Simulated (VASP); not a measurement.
```yaml
crystal:
  lattice:
    - [2.23570, 1.29078, 11.97000]
    - [-2.23570, 1.29078, 11.97000]
    - [0.00000, -2.58156, 11.97000]
  atoms:
    - { symbol: Cd, position: [0.08918, 0.08918, 0.08918] }
    - { symbol: Cd, position: [0.91082, 0.91082, 0.91082] }
    - { symbol: Cd, position: [0.30141, 0.30141, 0.30141] }
    - { symbol: Cd, position: [0.69859, 0.69859, 0.69859] }
    - { symbol: As, position: [0.22775, 0.22775, 0.22775] }
    - { symbol: As, position: [0.77225, 0.77225, 0.77225] }
    - { symbol: As, position: [0.00000, 0.00000, 0.00000] }
    - { symbol: K, position: [0.50000, 0.50000, 0.50000] }
```

Method: PBEsol GGA, VASP's PBE PAW potentials (set 64) (plane waves; VASP 6.6.1). Run with 300 eV cut-off, 3×3×3 Γ-centred mesh, Gaussian smearing of 0.10 eV, potentials Cd As K_sv.

**Question.** Estimate the energy per atom (σ→0), largest force, band gap (on the k-mesh) with the smallest direct gap where there is one.

**Answer.** 
```yaml
band gap (on the k-mesh): none (metal, semimetal or under 0.01 eV)
energy per atom (σ→0): -2.773 eV/atom
largest_force: 0.00501 Ha/bohr
```

Total energies compare only between runs with the same potentials, cut-off and functional.

The structure comes from a measured KCd4As3 entry of the Crystallography Open Database, whose conditions weren't checked. The cell was not relaxed at this level. The k-mesh is coarse (spacing up to 0.54 per Å, 2π included), so the numbers may not be converged in it.
